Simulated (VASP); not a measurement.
All values below come from PBE GGA, VASP's PBE PAW potentials (set 64) (plane waves; VASP 6.6.1).

The input files of a VASP run:

KPOINTS:
```
K-points
0
Gamma
6 6 6
0 0 0
```

File POSCAR:
```
Ru3C
1
    0.0000000000     3.1497990000     3.1497990000
    3.1497990000     0.0000000000     3.1497990000
    3.1497990000     3.1497990000     0.0000000000
C Ru
1 3
Direct
  0.0000000000   0.0000000000   0.0000000000
  0.5000000000   0.5000000000   0.5000000000
  0.2500000000   0.2500000000   0.2500000000
  0.7500000000   0.7500000000   0.7500000000
```

### INCAR
```
SIGMA = 0.05
LASPH = T   # aspherical one-centre terms
ISIF = 2   # forces and stress, cell fixed
LREAL = F   # projection in real space or not
LMAXMIX = 4
ALGO = Normal
EDIFF = 1E-5
PREC = Accurate
NELM = 100
ENCUT = 520
GGA = PE
SYSTEM = Ru3C
LCHARG = F
ISMEAR = 0
LWAVE = F
```

POTCAR, in this order: C Ru_pv (PBE.64 set). Program: vasp_std.

**Question.** What does the run give for the energy per atom (σ→0), pressure, band gap (on the k-mesh)?

**Answer.** 
```yaml
energy per atom (σ→0): -7.476 eV/atom
band gap (on the k-mesh): none (metal, semimetal or under 0.01 eV)
pressure: -36.10 GPa
```

OSZICAR:
```
...
DAV:   7    -0.312418509691E+02    0.84955E+00   -0.25884E+01  1180   0.268E+01    0.108E+01
DAV:   8    -0.299489006425E+02    0.12930E+01   -0.56571E+00  1214   0.144E+01    0.258E+00
DAV:   9    -0.299115146699E+02    0.37386E-01   -0.46908E-01  1076   0.458E+00    0.103E+00
DAV:  10    -0.299065988785E+02    0.49158E-02   -0.29878E-02  1209   0.147E+00    0.480E-01
DAV:  11    -0.299064821529E+02    0.11673E-03   -0.22552E-03  1016   0.434E-01    0.491E-02
DAV:  12    -0.299064693196E+02    0.12833E-04   -0.19711E-04  1200   0.779E-02    0.182E-02
DAV:  13    -0.299064680755E+02    0.12441E-05   -0.92372E-06   531   0.249E-02
   1 F= -.29906468E+02 E0= -.29904324E+02  d E =-.428725E-02
```

The structure was generated: Ru3C was put into the D03 type (Fm-3m), which need not be its known phase. The cell was not relaxed at this level. The run is one of a series of settings (EDIFF = 1E-5 against the base run), some of them coarse on purpose.
